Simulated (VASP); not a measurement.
These are LDA (Ceperley-Alder, Perdew-Zunger), VASP's LDA PAW potentials (set 64) (plane waves; VASP) values and carry that method's errors.

The input files of a VASP run:

### INCAR
```
ALGO=Normal
EDIFF=1E-7
ENCUT=520
ISIF=2
ISMEAR=-5
ISPIN=2
LASPH=.True.
LCHARG=.True.
LMAXMIX=4
LORBIT=11
LREAL=.False.
LWAVE=.False.
MAGMOM=0.6
NEDOS=601
NELM=100
PREC=Accurate
SYSTEM=Ni
```

KPOINTS:
```
Automatic mesh
0
Gamma
20 20 20
0 0 0
```

### POSCAR
```
Ni
1.0
  0.0000000000   1.7105702309   1.7105702309
  1.7105702309   0.0000000000   1.7105702309
  1.7105702309   1.7105702309   0.0000000000
Ni
1
Cartesian
  0.0000000000   0.0000000000   0.0000000000
```

POTCAR, in this order: Ni (LDA.64 set). Program: vasp_std.

Output

OSZICAR:
```
       N       E                     dE             d eps       ncg     rms          rms(c)
DAV:   1     0.213234888030E+02    0.21323E+02   -0.48491E+03  9464   0.146E+03
DAV:   2    -0.729175375100E+01   -0.28615E+02   -0.27791E+02  9310   0.167E+02
DAV:   3    -0.769206153546E+01   -0.40031E+00   -0.39975E+00 10554   0.264E+01
DAV:   4    -0.769576134389E+01   -0.36998E-02   -0.36999E-02 10422   0.224E+00
DAV:   5    -0.769585543834E+01   -0.94094E-04   -0.94135E-04 10692   0.309E-01    0.111E+01
DAV:   6    -0.689014454533E+01    0.80571E+00   -0.16296E+01  9699   0.681E+01    0.559E+00
DAV:   7    -0.660488394015E+01    0.28526E+00   -0.25120E+00  9754   0.253E+01    0.215E+00
DAV:   8    -0.658309988310E+01    0.21784E-01   -0.25690E-02 13414   0.182E+00    0.923E-01
DAV:   9    -0.658054762654E+01    0.25523E-02   -0.12464E-03 13573   0.328E-01    0.267E-01
DAV:  10    -0.657985013446E+01    0.69749E-03   -0.37468E-04 13344   0.161E-01    0.397E-02
DAV:  11    -0.657979777182E+01    0.52363E-04   -0.38558E-05 11644   0.663E-02    0.257E-02
DAV:  12    -0.657979550684E+01    0.22650E-05   -0.17859E-06 11398   0.155E-02    0.861E-03
DAV:  13    -0.657979666884E+01   -0.11620E-05   -0.10183E-06 10574   0.107E-02    0.272E-03
DAV:  14    -0.657979677426E+01   -0.10542E-06   -0.13653E-08  4838   0.179E-03    0.123E-03
DAV:  15    -0.657979684434E+01   -0.70079E-07   -0.93348E-09  4696   0.140E-03
   1 F= -.65797968E+01 E0= -.65797968E+01  d E =0.000000E+00  mag=     0.5648
```

File OUTCAR:
```
------------------------ aborting loop because EDIFF is reached ----------------------------------------
  FORCE on cell =-STRESS in cart. coord.  units (eV):
  Direction    XX          YY          ZZ          XY          YZ          ZX
  --------------------------------------------------------------------------------------
  Total        0.0121426      0.0121426      0.0121426     -0.0000000      0.0000000     -0.0000000
  in kB        1.9434272      1.9434272      1.9434272     -0.0000000      0.0000000     -0.0000000
  external PRESSURE =       1.9434272 kB  Pullay stress =       0.0000000 kB
  volume of cell :       10.01
      direct lattice vectors                 reciprocal lattice vectors
     0.000000000  1.710570231  1.710570231    -0.292300188  0.292300188  0.292300188
     1.710570231  0.000000000  1.710570231     0.292300188 -0.292300188  0.292300188
     1.710570231  1.710570231  0.000000000     0.292300188  0.292300188 -0.292300188
 POSITION                                       TOTAL-FORCE (eV/Angst)
 -----------------------------------------------------------------------------------
      0.00000      0.00000      0.00000         0.000000      0.000000      0.000000
 -----------------------------------------------------------------------------------
    total drift:                                0.000000     -0.000000     -0.000000
  FREE ENERGIE OF THE ION-ELECTRON SYSTEM (eV)
  ---------------------------------------------------
  free  energy   TOTEN  =        -6.5797968443 eV

  energy  without entropy=       -6.5797968443  energy(sigma->0) =       -6.57979684

 total charge

# of ion       s       p       d       tot
------------------------------------------
    1        0.536   0.574   8.371   9.480

 magnetization (x)

# of ion       s       p       d       tot
------------------------------------------
    1       -0.005  -0.019   0.590   0.565
```
(Selected blocks of OUTCAR.)

For a metal the tetrahedron method with Blöchl corrections gives inexact stress and forces.

The compound is Ni in the fcc structure. It was relaxed first, which changed the volume by -8 %.
